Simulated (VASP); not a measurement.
A convergence study with VASP on TiC (rock salt): one setting is varied, all else stays as given below, so the limit is that of these other settings.

```xyz
2
Lattice="0.0000 2.1650 2.1650 2.1650 0.0000 2.1650 2.1650 2.1650 0.0000" Properties=species:S:1:pos:R:3 pbc="T T T"
Ti     0.0000     0.0000     0.0000
C      2.1650     2.1650     2.1650
```

These are LDA (Ceperley-Alder, Perdew-Zunger), VASP's LDA PAW potentials (set 64) (plane waves; VASP) values and carry that method's errors. The tightest run used: 700 eV cut-off, 24×24×24 Γ-centred mesh, first-order Methfessel-Paxton smearing of 0.10 eV, potentials Ti_sv C.

```csv
setting,E (eV/atom),pressure (GPa),irreducible k-points
1×1×1 mesh,-0.1295,119.21,1
2×2×2 mesh,-9.5347,1.88,3
3×3×3 mesh,-10.1443,-10.67,4
4×4×4 mesh,-10.2314,-12.71,8
```

### Question
These are the cheaper rows. Estimate the results at 24×24×24 mesh, and how far the last row shown lies from them.

### Answer

```
quantity        tightest run  last row shown is off by
--------------  ------------  ------------------------
E (eV/atom)         -10.2544                    0.0230
pressure (GPa)        -11.87                     -0.85
```

Left out are rungs that failed or repeat a setting and relaxations that didn't move; long series are thinned to 24 rows.

The compound is TiC in the rock salt structure. The cell was not relaxed at this level.
